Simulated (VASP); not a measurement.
Calculation: PBE GGA with spin-orbit coupling, VASP's PBE PAW potentials (set 64) (plane waves; VASP).

VASP ran on this input.

**INCAR**
```
! general
SYSTEM     = Ta
PREC       = Accurate
ENCUT      = 400
LREAL      = .False.
LASPH      = .True.

! electronic loop
EDIFF      = 1E-6
NELM       = 100
ALGO       = Normal
LMAXMIX    = 6

! smearing
ISMEAR     = 1
SIGMA      = 0.1

! functional
GGA        = PE
GGA_COMPAT = .False.

! spin
MAGMOM     = 0 0 0
LSORBIT    = .True.

! ions
ISIF       = 2

! output
LWAVE      = .False.
LCHARG     = .False.
```

### KPOINTS
```
Automatic mesh
0
Gamma
12 12 12
0 0 0
```

### POSCAR
```
Ta
1
   -1.6500000000     1.6500000000     1.6500000000
    1.6500000000    -1.6500000000     1.6500000000
    1.6500000000     1.6500000000    -1.6500000000
Ta
1
Direct
  0.0000000000   0.0000000000   0.0000000000
```

POTCAR, in this order: Ta_pv (PBE.64 set). Program: vasp_ncl.

Problem. What will the output report for the number of irreducible k-points (NKPTS), number of bands (NBANDS), largest plane-wave count, number of space-group operations, FFT grid (NGX, NGY, NGZ)?

Solution. 
```json
{
  "number of irreducible k-points (NKPTS)": "72",
  "number of bands (NBANDS)": "18",
  "largest_plane_wave_count": "678",
  "number_of_space_group_operations": "48",
  "FFT grid (NGX, NGY, NGZ)": "20 × 20 × 20"
}
```

The compound is Ta in the bcc structure. The cell was not relaxed at this level.
